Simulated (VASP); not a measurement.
Set up this calculation in VASP 6.6.1, as the native input.

- Task: relaxation of cell and atoms
- Functional: PBE
- Potentials or basis: VASP PAW PBE potentials, release 64 (Sr_sv, Ti_sv, O)
- Cutoff: 600 eV
- k mesh: 8 × 8 × 8
- Occupations: gaussian, width 0.03 eV
- Spin: no spin polarisation
- Further INCAR settings: ALGO = Normal; EDIFF = 1e-06; IBRION = 2; EDIFFG = -0.01; NSW = 90; ISIF = 3

The structure of SrTiO3 (Tausonite) lies in POSCAR:

```
SrTiO3
1.0
    3.9052800000      0.0000000000      0.0000000000
    0.0000000000      3.9052800000      0.0000000000
    0.0000000000      0.0000000000      3.9052800000
Sr Ti O
1 1 3
Direct
    0.5000000000      0.5000000000      0.5000000000
    0.0000000000      0.0000000000      0.0000000000
    0.5000000000      0.0000000000      0.0000000000
    0.0000000000      0.5000000000      0.0000000000
    0.0000000000      0.0000000000      0.5000000000
```

The input as run:

INCAR

```
ALGO     = Normal         # electronic algorithm
EDIFF    = 1E-6           # SCF threshold, eV
EDIFFG   = -0.01          # ionic threshold
ENCUT    = 600            # plane-wave cutoff, eV
GGA      = PE             # functional
IBRION   = 2              # ionic algorithm
ISIF     = 3              # what is computed and relaxed
ISMEAR   = 0              # smearing method
LASPH    = T              # aspherical terms in the spheres
LCHARG   = F              # write CHGCAR
LREAL    = F              # projectors in reciprocal space
LWAVE    = F              # write WAVECAR
NELM     = 80             # most SCF steps
NSW      = 90             # ionic steps
PREC     = Accurate       # precision mode
SIGMA    = 0.03           # smearing width, eV
```

KPOINTS

```
k-points
0
Gamma
  8 8 8
```

Potentials or basis: VASP PAW PBE potentials, release 64 (Sr_sv, Ti_sv, O).

Command:

```console
$ cat potpaw_PBE.64/Sr_sv/POTCAR potpaw_PBE.64/Ti_sv/POTCAR potpaw_PBE.64/O/POTCAR > POTCAR
$ mpirun -np 1 vasp_std > vasp.out
```

Results of the run:

```json
{
  "Relaxed volume": "12.23 Å³/atom",
  "Relaxed cell": "a = 3.940 Å, b = 3.940 Å, c = 3.940 Å, α = 90.00°, β = 90.00°, γ = 90.00°",
  "Space group after relaxing (to 0.05 Å)": "Pm-3m (No. 221)",
  "Energy gained by relaxing": "4.6 meV/atom",
  "Ionic steps": "3",
  "Pressure after relaxing": "0.0 GPa",
  "Band gap on the k mesh": "1.81 eV, indirect (least direct gap 2.18 eV)"
}
```

Run time: 120 s on 1 thread of Intel(R) Xeon(R) Platinum 8175M CPU @ 2.50GHz (Skylake/Cascade Lake), with other jobs on the host, peak memory 0.23 GiB.
